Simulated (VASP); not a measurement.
```
Te
1.0
    3.39324     0.00000     0.00000
   -1.69662     2.93864     0.00000
    0.00000     0.00000     5.50925
Te
2
Cartesian
  0.00000   1.95909   1.37731
  1.69662   0.97954   4.13194
```

All values below come from PBE GGA, VASP's PBE PAW potentials (set 64) (plane waves; VASP). Numerical set-up: 300 eV cut-off, 9×9×5 Γ-centred mesh, Fermi-Dirac smearing of 0.10 eV, potentials Te.

Question: Give the energies of bands 3 to 9 at the high-symmetry points, in eV from the Fermi level.

Answer: 
```csv
band,Γ,M,K,A,L,H
3,-6.36,-5.41,-5.07,-2.13,-5.93,-5.00
4,1.63,-4.06,-3.35,-2.13,-5.93,-5.00
5,1.63,-3.21,-3.35,2.29,0.10,-3.95
6,3.00,-1.06,-2.09,2.29,0.10,-3.95
7,3.00,-0.97,-1.85,2.29,0.17,1.25
8,3.19,1.73,-1.85,2.29,0.17,1.25
9,6.61,4.00,3.48,7.65,5.29,6.75
```

It has no gap at this level: it comes out as a metal or semimetal.

The structure was generated: Te was put into an ordered model structure, which need not be its known phase. The cell was not relaxed at this level.
